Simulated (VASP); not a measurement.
# Na6BN (Fm-3m) in VASP: reference runs

How does Na6BN come out in PBE? The cell is run as given and disturbed.

Program: VASP 6.6.1. These are calculated values, not measurements. Logs are shortened: lines on timing, memory, paths and dates and some standing lists are left out, and cuts for length are marked.

## (1) The structure

It takes space group Fm-3m (No. 225, cubic). The conventional cell has a = 10.032 Å, b = 10.032 Å, c = 10.032 Å, α = 90.00°, β = 90.00°, γ = 90.00°. Na (site symmetry 4mm) is surrounded by 1 N at 2.35 Å and 1 B at 2.66 Å. Around B (site symmetry m-3m) lie 6 Na at 2.66 Å. N (site symmetry m-3m) has 6 Na at 2.35 Å as nearest neighbours.

The cell was built by a generator and needn't be a form met in nature.

## (2) Single point, PBE

Contents of INCAR:

```
PREC = Accurate
ENCUT = 520
EDIFF = 1E-7
ISMEAR = -1
SIGMA = 0.05
LREAL = False
LASPH = True
NELM = 80
ALGO = Normal
ISIF = 2
LWAVE = False
LCHARG = False
GGA = PE
NBANDS = 35
```

Contents of KPOINTS:

```
regular mesh
0
Gamma
  5 5 5
```

Contents of POSCAR:

```
Na6BN
1.0
    0.0000000000      5.0158600000      5.0158600000
    5.0158600000      0.0000000000      5.0158600000
    5.0158600000      5.0158600000      0.0000000000
Na B N
6 1 1
Direct
    0.7345900000      0.2654100000      0.7345900000
    0.2654100000      0.2654100000      0.7345900000
    0.2654100000      0.7345900000      0.2654100000
    0.2654100000      0.7345900000      0.7345900000
    0.7345900000      0.2654100000      0.2654100000
    0.7345900000      0.7345900000      0.2654100000
    0.0000000000      0.0000000000      0.0000000000
    0.5000000000      0.5000000000      0.5000000000
```

Potentials or basis: VASP PAW PBE potentials, release 64 (Na_pv, B, N).

Command:

```console
$ cat potpaw_PBE.64/Na_pv/POTCAR potpaw_PBE.64/B/POTCAR potpaw_PBE.64/N/POTCAR > POTCAR
$ mpirun -np 1 vasp_std > vasp.out
```

OUTCAR:

```text
PREC = Accurate
   ENCUT = 520
   EDIFF = 1E-7
   ISMEAR = -1
   LREAL = False
   LASPH = True
   NELM = 80
   ISIF = 2
   GGA = PE

 ion  position               nearest neighbor table
   1  0.735  0.265  0.735-
   2  0.265  0.265  0.735-
   3  0.265  0.735  0.265-
   4  0.265  0.735  0.735-
   5  0.735  0.265  0.265-
   6  0.735  0.735  0.265-
   7  0.000  0.000  0.000-
   8  0.500  0.500  0.500-

  LATTYP: Found a face centered cubic cell.
 ALAT       =    10.0317200000

  Lattice vectors:

 A1 = (   0.0000000000,   5.0158600000,   5.0158600000)
 A2 = (   5.0158600000,   0.0000000000,   5.0158600000)
 A3 = (   5.0158600000,   5.0158600000,   0.0000000000)

Analysis of symmetry for initial positions (statically):
=====================================================================
 Subroutine PRICEL returns:
 Original cell was already a primitive cell.

 Routine SETGRP: Setting up the symmetry group for a
 face centered cubic supercell.

 Subroutine GETGRP returns: Found 48 space group operations
 (whereof 48 operations were pure point group operations)
 out of a pool of 48 trial point group operations.

The static configuration has the point symmetry O_h .

Analysis of symmetry for dynamics (positions and initial velocities):
=====================================================================
 Subroutine PRICEL returns:
 Original cell was already a primitive cell.

 Routine SETGRP: Setting up the symmetry group for a
 face centered cubic supercell.

 Subroutine GETGRP returns: Found 48 space group operations
 (whereof 48 operations were pure point group operations)
 out of a pool of 48 trial point group operations.

The dynamic configuration has the point symmetry O_h .

 Subroutine INISYM returns: Found 48 space group operations
 (whereof 48 operations are pure point group operations),
 and found     1 'primitive' translations

----------------------------------------------------------------------------------------

                                     Primitive cell

  volume of cell :     252.3866

  direct lattice vectors                    reciprocal lattice vectors
     0.000000000  5.015860000  5.015860000    -0.099683803  0.099683803  0.099683803
     5.015860000  0.000000000  5.015860000     0.099683803 -0.099683803  0.099683803
[... 84 lines left out ...]
   EDIFFG = 0.1E-05   stopping-criterion for IOM
   NSW    =      0    number of steps for IOM
   IBRION =     -1    ionic relax: 0-MD 1-quasi-New 2-CG
   NFREE  =      0    steps in history (QN), initial steepest desc. (CG)
   ISIF   =      2    stress and relaxation
   ISYM   =      2    0-nonsym 1-usesym 2-fastsym
   POTIM  = 0.5000    time-step for ionic-motion
   TEBEG  =    0.0;   TEEND  =   0.0 temperature during run
   PSTRESS=    0.0 pullay stress
   NELECT =      50.0000    total number of electrons
   NUPDOWN=      -1.0000    fix difference up-down
   EMIN   =  10.00;   EMAX   =-10.00  energy-range for DOS
   EFERMI =   0.00;   METHOD = LEGACY
   ISMEAR =    -1;   SIGMA  =   0.05  broadening in eV -4-tet -1-fermi 0-gaus
   EFERMI_NEDOS =   21; number of points for ismear=-14 and -15
   IALGO  =     38    algorithm
   IMIX   =      4    mixing-type and parameters
     AMIX     =   0.40;   BMIX     =  1.00
     AMIX_MAG =   1.60;   BMIX_MAG =  1.00
  volume/ion in A,a.u.               =      31.55       212.90
  Fermi-wavevector in a.u.,A,eV,Ry     =   0.954354  1.803467 12.392067  0.910791
  Thomas-Fermi vector in A             =   2.083093
   LORBIT       =      0    0 simple, 1 ext, 2 COOP (PROOUT), +10 PAW based schemes
   GGA     = PE    functional components
   LHFCALC =     F    Hartree Fock is set to
   AEXX    =    0.0000 exact exchange contribution
   IVDW    =     0    specifies the selected vdW correction
   LEPSILON=     F    determine dielectric tensor
   LRPA    =     F    only Hartree local field effects (RPA)
 non-spin polarized calculation
  energy-cutoff  :      520.00
  volume of cell :      252.39
 maximum number of plane-waves:      6855
 NGX is ok and might be reduce to    54
   NGX = 27   NGY = 27   NGZ = 27

 number of electron      49.9999970 magnetization

 Free energy of the ion-electron system (eV)
  ---------------------------------------------------
  ext. energy  EPLUGINS =         0.00000000
  ---------------------------------------------------
  free energy    TOTEN  =       -18.35526036 eV

  energy without entropy =      -18.23252605  energy(sigma->0) =      -18.29389321

 E-fermi :  -0.2971     XC(G=0):  -6.3763

 val. band max:       -0.3163956207   @ k =   0.4000   0.2000   0.0000
 cond. band min:      -0.2921123378   @ k =  -0.4000   0.4000   0.2000
 fundamental gap:      0.0242832829
 Fermi energy:        -0.2971100900

 k-point     1 :       0.0000    0.0000    0.0000
  band No.  band energies     occupation
      1     -24.0824      2.00000
      2     -24.0824      2.00000
      3     -24.0824      2.00000
      4     -24.0694      2.00000
      5     -24.0694      2.00000
      6     -24.0694      2.00000
[... 369 lines left out ...]
     34       4.9745      0.00000
     35       5.0317      0.00000

------------------------ aborting loop because EDIFF is reached ----------------------------------------

  FORCE on cell =-STRESS in cart. coord.  units (eV):
  Direction    XX          YY          ZZ          XY          YZ          ZX
  --------------------------------------------------------------------------------------
  -------------------------------------------------------------------------------------
  Total        0.0910970      0.0910970      0.0910970     -0.0000000      0.0000000      0.0000000
  in kB        0.5782938      0.5782938      0.5782938     -0.0000000      0.0000000      0.0000000
  external PRESSURE =       0.5782938 kB  Pullay stress =       0.0000000 kB

 VOLUME and BASIS-vectors are now :
 -----------------------------------------------------------------------------
  energy-cutoff  :      520.00
  volume of cell :      252.39
      direct lattice vectors                 reciprocal lattice vectors
     0.000000000  5.015860000  5.015860000    -0.099683803  0.099683803  0.099683803
     5.015860000  0.000000000  5.015860000     0.099683803 -0.099683803  0.099683803
     5.015860000  5.015860000  0.000000000     0.099683803  0.099683803 -0.099683803

 POSITION                                       TOTAL-FORCE (eV/Angst)
 -----------------------------------------------------------------------------------
      5.01586      7.36920      5.01586         0.000000      0.019307     -0.000000
      5.01586      5.01586      2.66252         0.000000      0.000000     -0.019307
      5.01586      2.66252      5.01586         0.000000     -0.019307     -0.000000
      7.36920      5.01586      5.01586         0.019307      0.000000     -0.000000
      2.66252      5.01586      5.01586        -0.019307      0.000000     -0.000000
      5.01586      5.01586      7.36920         0.000000      0.000000      0.019307
      0.00000      0.00000      0.00000        -0.000000      0.000000     -0.000000
      5.01586      5.01586      5.01586         0.000000     -0.000000      0.000000
 -----------------------------------------------------------------------------------
    total drift:                               -0.000000     -0.000000     -0.000000

  FREE ENERGIE OF THE ION-ELECTRON SYSTEM (eV)
  ---------------------------------------------------
  free  energy   TOTEN  =       -18.3552603601 eV

  energy  without entropy=      -18.2325260525  energy(sigma->0) =      -18.29389321
```

OSZICAR:

```text
N       E                     dE             d eps       ncg     rms          rms(c)
DAV:   1     0.455556974541E+03    0.45556E+03   -0.25488E+04   700   0.140E+03
DAV:   2     0.248381927863E+02   -0.43072E+03   -0.41718E+03   732   0.389E+02
DAV:   3    -0.252593637297E+02   -0.50098E+02   -0.48682E+02   942   0.137E+02
[... 18 lines left out ...]
DAV:  22    -0.183552615613E+02   -0.59620E-06   -0.12903E-05   674   0.971E-03    0.837E-03
DAV:  23    -0.183552607561E+02    0.80515E-06   -0.12471E-06   572   0.488E-03    0.501E-03
DAV:  24    -0.183552604965E+02    0.25966E-06   -0.20715E-07   599   0.143E-03    0.285E-03
DAV:  25    -0.183552603771E+02    0.11941E-06   -0.14141E-07   516   0.110E-03    0.882E-04
DAV:  26    -0.183552603601E+02    0.16978E-07   -0.44062E-08   391   0.786E-04
   1 F= -.18355260E+02 E0= -.18293893E+02  d E =-.122734E+00
```

It took 1.9 min on 1 thread of AMD EPYC 9R45 (Zen 5), shared host; peak memory 0.39 GiB.

Results:

```yaml
Free_energy: -18.3553 eV
Pressure: 0.1 GPa
Largest_force: 0.019 eV/Å
Band_gap_on_the_k_mesh: none (metal or under the smearing width)
```

Forces on the atoms (eV/Å):
```
Na   0.000  0.019  0.000
Na   0.000  0.000 -0.019
Na   0.000 -0.019  0.000
Na   0.019  0.000  0.000
Na  -0.019  0.000  0.000
Na   0.000  0.000  0.019
B    0.000  0.000  0.000
N    0.000  0.000  0.000
```

Levels at points of the mesh, in eV from the Fermi level:
```tsv
k point	band 21	band 22	band 23	band 24	band 25	band 26	band 27	band 28	band 29	band 30
(0.00, 0.00, 0.00)	-0.93	-0.93	-0.93	-0.37	0.14	0.14	0.14	2.30	2.30	2.30
```

## (3) Single point, PBE (atoms moved at random, drawn with an rms of 0.05 Å)

Contents of INCAR:

```
ALGO = Normal
EDIFF = 1E-7
ENCUT = 520
GGA = PE
ISIF = 2
ISMEAR = -1
LASPH = True
LCHARG = True
LELF = True
LREAL = False
LVHAR = True
LWAVE = False
NBANDS = 35
NELM = 100
PREC = Accurate
SIGMA = 0.05
```

Contents of KPOINTS:

```
k-points
0
Gamma
  5 5 5
```

Contents of POSCAR:

```
Na6BN
1.0
    0.0000000000      5.0158600000      5.0158600000
    5.0158600000      0.0000000000      5.0158600000
    5.0158600000      5.0158600000      0.0000000000
Na B N
6 1 1
Direct
    0.7376120000      0.2596300000      0.7353630000
    0.2740860000      0.2582920000      0.7358400000
    0.2579160000      0.7482070000      0.2616100000
    0.2651270000      0.7345100000      0.7298460000
    0.7336170000      0.2637540000      0.2723020000
    0.7356640000      0.7406280000      0.2646030000
   -0.0025300000      0.0053270000     -0.0020850000
    0.4977330000      0.4997860000      0.4993520000
```

Potentials or basis: VASP PAW PBE potentials, release 64 (Na_pv, B, N).

Command:

```console
$ cat potpaw_PBE.64/Na_pv/POTCAR potpaw_PBE.64/B/POTCAR potpaw_PBE.64/N/POTCAR > POTCAR
$ mpirun -np 1 vasp_std > vasp.out
```

OUTCAR:

```text
EDIFF = 1E-7
   ENCUT = 520
   GGA = PE
   ISIF = 2
   ISMEAR = -1
   LASPH = True
   LREAL = False
   NELM = 100
   PREC = Accurate

 ion  position               nearest neighbor table
   1  0.738  0.260  0.735-
   2  0.274  0.258  0.736-
   3  0.258  0.748  0.262-
   4  0.265  0.735  0.730-
   5  0.734  0.264  0.272-
   6  0.736  0.741  0.265-
   7  0.997  0.005  0.998-
   8  0.498  0.500  0.499-

[... 1122 lines left out ...]
  -------------------------------------------------------------------------------------
  Total        0.1916864     -0.0386940      0.0417375      0.1108687      0.0730315     -0.0643402
  in kB        1.2168460     -0.2456334      0.2649539      0.7038065      0.4636122     -0.4084384
  external PRESSURE =       0.4120555 kB  Pullay stress =       0.0000000 kB

 VOLUME and BASIS-vectors are now :
 -----------------------------------------------------------------------------
  energy-cutoff  :      520.00
  volume of cell :      252.39
      direct lattice vectors                 reciprocal lattice vectors
     0.000000000  5.015860000  5.015860000    -0.099683803  0.099683803  0.099683803
     5.015860000  0.000000000  5.015860000     0.099683803 -0.099683803  0.099683803
     5.015860000  5.015860000  0.000000000     0.099683803  0.099683803 -0.099683803

 POSITION                                       TOTAL-FORCE (eV/Angst)
 -----------------------------------------------------------------------------------
      4.99075      7.38824      5.00203         0.036718     -0.101338      0.038845
      4.98643      5.06565      2.67033         0.023053     -0.069958     -0.062118
      5.06510      2.60587      5.04657        -0.055126      0.185707     -0.027162
      7.34500      4.99065      5.01404         0.122008      0.023057     -0.010194
      2.68878      5.04555      5.00267        -0.105433     -0.071640      0.041097
      5.04210      5.01720      7.40487        -0.023736     -0.005375     -0.147404
      5.03212     10.00857      5.02989        -0.040621      0.024076      0.013287
      5.01154      5.00124      5.00342         0.043136      0.015471      0.153649
 -----------------------------------------------------------------------------------
    total drift:                               -0.000328      0.000459      0.000630

  FREE ENERGIE OF THE ION-ELECTRON SYSTEM (eV)
  ---------------------------------------------------
  free  energy   TOTEN  =       -18.3355342170 eV

  energy  without entropy=      -18.2132584158  energy(sigma->0) =      -18.27439632
```

OSZICAR:

```text
N       E                     dE             d eps       ncg     rms          rms(c)
DAV:   1     0.452132634250E+03    0.45213E+03   -0.25455E+04  4482   0.140E+03
DAV:   2     0.248205610773E+02   -0.42731E+03   -0.41532E+03  4495   0.388E+02
[... 13 lines left out ...]
DAV:  16    -0.183355445082E+02    0.20115E-02   -0.28909E-03  5795   0.177E-01    0.512E-02
DAV:  17    -0.183356633162E+02   -0.11881E-03   -0.41518E-04  4695   0.689E-02    0.684E-02
DAV:  18    -0.183355392111E+02    0.12411E-03   -0.17921E-04  6162   0.470E-02    0.230E-02
DAV:  19    -0.183355382862E+02    0.92499E-06   -0.43121E-05  5193   0.238E-02    0.155E-02
DAV:  20    -0.183355341247E+02    0.41614E-05   -0.76500E-06  4556   0.960E-03    0.183E-03
DAV:  21    -0.183355342170E+02   -0.92268E-07   -0.87651E-07  3721   0.310E-03
   1 F= -.18335534E+02 E0= -.18274396E+02  d E =-.122276E+00
```

Wall time 9.4 min (1 thread of AMD EPYC 9R45 (Zen 5), shared host); peak memory 0.66 GiB.

Results:

| Property | Result |
| --- | --- |
| Free energy | -18.3355 eV |
| Pressure | 0.0 GPa |
| Largest force | 0.196 eV/Å |
| Band gap on the k mesh | none (metal or under the smearing width) |

Forces in eV/Å, atoms in the order of the input:
```
Na   0.037 -0.101  0.039
Na   0.023 -0.070 -0.062
Na  -0.055  0.186 -0.027
Na   0.122  0.023 -0.010
Na  -0.105 -0.072  0.041
Na  -0.024 -0.005 -0.147
B   -0.041  0.024  0.013
N    0.043  0.015  0.154
```
